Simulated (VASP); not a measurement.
Computed with revPBE GGA, VASP's PBE PAW potentials (set 64) (plane waves; VASP 6.6.1).

Input for VASP

POSCAR:
```
MoTe2
1
    1.7889409054    -3.0985361009     0.0000000000
    1.7889409054     3.0985361009     0.0000000000
    0.0000000000     0.0000000000    18.9714683851
Te Mo
4 2
Direct
  0.3333330000   0.6666670000   0.8453913461
  0.6666670000   0.3333330000   0.3453913461
  0.6666670000   0.3333330000   0.1546086539
  0.3333330000   0.6666670000   0.6546086539
  0.3333330000   0.6666670000   0.2500000000
  0.6666670000   0.3333330000   0.7500000000
```

KPOINTS:
```
Automatic mesh
0
Gamma
8 8 2
0 0 0
```

### INCAR
```
SYSTEM  =  MoTe2
PREC  =  Accurate; ENCUT  =  520; LREAL  =  .FALSE.
LASPH  =  .TRUE.
EDIFF  =  1E-7; NELM  =  100; ALGO  =  Normal
LMAXMIX  =  4
ISMEAR  =  -5
GGA  =  RE
ISIF  =  2
LWAVE  =  .FALSE.; LCHARG  =  .TRUE.; LORBIT  =  11
NEDOS  =  601
LEFG  =  .TRUE.
```

POTCAR, in this order: Te Mo_sv (PBE.64 set). Program: vasp_std.

Output of the run:

**OSZICAR**
```
       N       E                     dE             d eps       ncg     rms          rms(c)
DAV:   1     0.396788107568E+03    0.39679E+03   -0.26799E+04  1528   0.144E+03
DAV:   2    -0.104248922076E+02   -0.40721E+03   -0.39941E+03  1585   0.322E+02
DAV:   3    -0.343580526309E+02   -0.23933E+02   -0.23697E+02  1530   0.665E+01
DAV:   4    -0.353052310812E+02   -0.94718E+00   -0.94233E+00  1726   0.126E+01
DAV:   5    -0.353305791196E+02   -0.25348E-01   -0.25333E-01  1648   0.206E+00    0.199E+01
DAV:   6    -0.346604506048E+02    0.67013E+00   -0.11010E+01  1427   0.157E+01    0.898E+00
DAV:   7    -0.344953564059E+02    0.16509E+00   -0.10648E+01  1436   0.130E+01    0.660E+00
DAV:   8    -0.340439722457E+02    0.45138E+00   -0.18012E+00  1566   0.616E+00    0.268E+00
DAV:   9    -0.340350393840E+02    0.89329E-02   -0.38230E-01  1664   0.273E+00    0.111E+00
DAV:  10    -0.340255395716E+02    0.94998E-02   -0.52489E-02  1705   0.111E+00    0.309E-01
DAV:  11    -0.340262883129E+02   -0.74874E-03   -0.46693E-03  1599   0.355E-01    0.100E-01
DAV:  12    -0.340264995468E+02   -0.21123E-03   -0.49300E-04  1679   0.105E-01    0.465E-02
DAV:  13    -0.340265615636E+02   -0.62017E-04   -0.88109E-04  1450   0.162E-01    0.240E-02
DAV:  14    -0.340265738977E+02   -0.12334E-04   -0.95573E-05  1493   0.490E-02    0.115E-02
DAV:  15    -0.340265789704E+02   -0.50727E-05   -0.13128E-05  1629   0.195E-02    0.367E-03
DAV:  16    -0.340265799971E+02   -0.10267E-05   -0.24957E-06  1333   0.109E-02    0.348E-03
DAV:  17    -0.340265800357E+02   -0.38594E-07   -0.22645E-07  1229   0.305E-03
   1 F= -.34026580E+02 E0= -.34026580E+02  d E =0.000000E+00
```

OUTCAR:
```
------------------------ aborting loop because EDIFF is reached ----------------------------------------
  FORCE on cell =-STRESS in cart. coord.  units (eV):
  Direction    XX          YY          ZZ          XY          YZ          ZX
  --------------------------------------------------------------------------------------
  Total        0.0440234      0.0440233      0.0153506      0.0000000     -0.0000000     -0.0000000
  in kB        0.3353592      0.3353591      0.1169373      0.0000000     -0.0000000     -0.0000000
  external PRESSURE =       0.2625519 kB  Pullay stress =       0.0000000 kB
  volume of cell :      210.32
      direct lattice vectors                 reciprocal lattice vectors
     1.788940905 -3.098536101  0.000000000     0.279494979 -0.161366524  0.000000000
     1.788940905  3.098536101  0.000000000     0.279494979  0.161366524  0.000000000
     0.000000000  0.000000000 18.971468385     0.000000000  0.000000000  0.052710733
 POSITION                                       TOTAL-FORCE (eV/Angst)
 -----------------------------------------------------------------------------------
      1.78894      1.03285     16.03832         0.000000     -0.000000     -0.005132
      1.78894     -1.03285      6.55258         0.000000      0.000000     -0.005132
      1.78894     -1.03285      2.93315        -0.000000      0.000000      0.005132
      1.78894      1.03285     12.41889        -0.000000     -0.000000      0.005132
      1.78894      1.03285      4.74287        -0.000000      0.000000      0.000000
      1.78894     -1.03285     14.22860         0.000000     -0.000000      0.000000
 -----------------------------------------------------------------------------------
    total drift:                               -0.000274      0.001766     -0.000026
  FREE ENERGIE OF THE ION-ELECTRON SYSTEM (eV)
  ---------------------------------------------------
  free  energy   TOTEN  =       -34.0265800357 eV

  energy  without entropy=      -34.0265800357  energy(sigma->0) =      -34.02658004

 total charge

# of ion       s       p       d       tot
------------------------------------------
    1        1.382   1.971   0.056   3.409
    2        1.382   1.971   0.056   3.409
    3        1.382   1.971   0.056   3.409
    4        1.382   1.971   0.056   3.409
    5        2.246   6.138   3.937  12.321
    6        2.246   6.138   3.937  12.321
--------------------------------------------------
tot         10.019  20.160   8.100  38.279

 Electric field gradients after diagonalization (V/A^2)
 (convention: |V_zz| > |V_xx| > |V_yy|)
----------------------------------------------------------------------
 ion       V_xx      V_yy      V_zz     asymmetry (V_yy - V_xx)/ V_zz
----------------------------------------------------------------------
   1      99.824    99.823  -199.647       0.000
   2      99.824    99.823  -199.647       0.000
   3      99.824    99.823  -199.647       0.000
   4      99.824    99.823  -199.647       0.000
   5      36.804    36.798   -73.602       0.000
   6      36.804    36.798   -73.602       0.000
```
(Selected blocks of OUTCAR.)

Without a dispersion term in the relaxation, distances and binding between the weakly bound layers, chains or molecules are unreliable, and so is what depends on them.

The compound is MoTe2 in the 2H layered structure. It was relaxed first, which changed the volume by +40 %.
